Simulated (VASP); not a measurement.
The cell holds one Cs (bcc) (110) slab, with vacuum along c, ions free to move until forces fall under 0.03 eV/Å, no reconstruction beyond this cell, dipole correction on.

Given:

```
Cs
1.0
    5.19987     0.00000     0.00000
   -1.73329     4.90249     0.00000
    0.00000     0.00000    27.50170
Cs
3
Direct
  0.50000   0.50000   0.34562
  0.00000   0.00000   0.50000
  0.50000   0.50000   0.65438
```

Calculation: PBEsol GGA, VASP's PBE PAW potentials (set 64) (plane waves; VASP). Settings: 400 eV cut-off, 6×6×1 Γ-centred mesh, first-order Methfessel-Paxton smearing of 0.10 eV, potentials Cs_sv.

Slab and bulk use different k-meshes, so the surface energy is good to a few per cent at best. Unless said otherwise, spin-orbit coupling is left out, though it shifts the bands of the heavy elements here.

### Question
Predict its surface energy, work function, band gap (on the k-mesh).

### Answer

```yaml
surface_energy: 0.07 J/m²
work_function: 2.08 eV
band gap (on the k-mesh): none (metal, semimetal or under 0.01 eV)
```

The cell is a thin slab with vacuum, built from Cs (bcc): (110) face.
